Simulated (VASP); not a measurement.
Energy against volume of CsBr (CsCl type). Calculation: optB86b-vdW, VASP's PBE PAW potentials (set 64) (plane waves; VASP 6.6.1). Run with 520 eV cut-off, 6×6×6 Γ-centred mesh, Gaussian smearing of 0.050 eV, potentials Cs_sv Br.

```csv
V (Å³/atom),E (eV/atom)
36.603,-0.84258
37.771,-0.84875
38.939,-0.85052
40.107,-0.84861
```

Q: Fit these four points and predict the energy of the run at 41.275 Å³/atom.

A: A cubic in V^(−2/3), the third-order Birch-Murnaghan form, passes through the four points with V0 = 38.88 Å³/atom and B0 = 17 GPa, and gives -0.8436 eV/atom there. The run gave -0.8437 eV/atom, -0.0 meV/atom from the fit; all five points give B0 = 17 GPa.

The compound is CsBr in the CsCl type structure. It was relaxed first.
